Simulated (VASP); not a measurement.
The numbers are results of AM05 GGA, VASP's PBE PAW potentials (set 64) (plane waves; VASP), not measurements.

VASP input:

### POSCAR
```
TiAl
1
    2.7994709048     0.0000000000     0.0000000000
    0.0000000000     2.7994709048     0.0000000000
    0.0000000000     0.0000000000     4.0258279421
Ti Al
1 1
Direct
  0.0000000000   0.0000000000   0.0000000000
  0.5000000000   0.5000000000   0.5000000000
```

**INCAR**
```
ENCUT = 520
NEDOS = 601
GGA = AM   # AM05
PREC = Accurate
LWAVE = .False.
NELM = 100   # most electronic steps
ISMEAR = -5
ISIF = 2   # forces and stress, cell fixed
ALGO = Normal
LREAL = .False.
LMAXMIX = 4
SYSTEM = TiAl
EDIFF = 1E-7
LCHARG = .True.
LORBIT = 11   # lm-projected
LASPH = .True.   # aspherical one-centre terms
```

### KPOINTS
```
Automatic mesh
0
Gamma
15 15 10
0 0 0
```

POTCAR, in this order: Ti_sv Al (PBE.64 set). Program: vasp_std.

For a metal the tetrahedron method with Blöchl corrections gives inexact stress and forces.

Problem. Estimate the energy per atom (σ→0), band gap (on the k-mesh).

Solution. 
The energy per atom (σ→0) is -6.475 eV/atom. The band gap (on the k-mesh) comes out as none (metal, semimetal or under 0.01 eV).

OSZICAR:
```
...
DAV:   8    -0.129506344539E+02    0.19563E-01   -0.15184E-01  5355   0.433E+00    0.477E-01
DAV:   9    -0.129493482332E+02    0.12862E-02   -0.23233E-02  5709   0.206E+00    0.251E-01
DAV:  10    -0.129494814368E+02   -0.13320E-03   -0.17419E-03  5960   0.490E-01    0.636E-02
DAV:  11    -0.129494893948E+02   -0.79580E-05   -0.39293E-04  6032   0.221E-01    0.453E-02
DAV:  12    -0.129494972980E+02   -0.79033E-05   -0.30677E-05  5444   0.628E-02    0.111E-02
DAV:  13    -0.129494969721E+02    0.32597E-06   -0.10122E-06  6256   0.106E-02    0.757E-03
DAV:  14    -0.129494969457E+02    0.26348E-07   -0.89923E-07  5158   0.123E-02
   1 F= -.12949497E+02 E0= -.12949497E+02  d E =0.000000E+00
```

The compound is TiAl in the L1_0 structure. It was relaxed first. The electron count is odd and the run is not spin-polarised, which forces a metal.
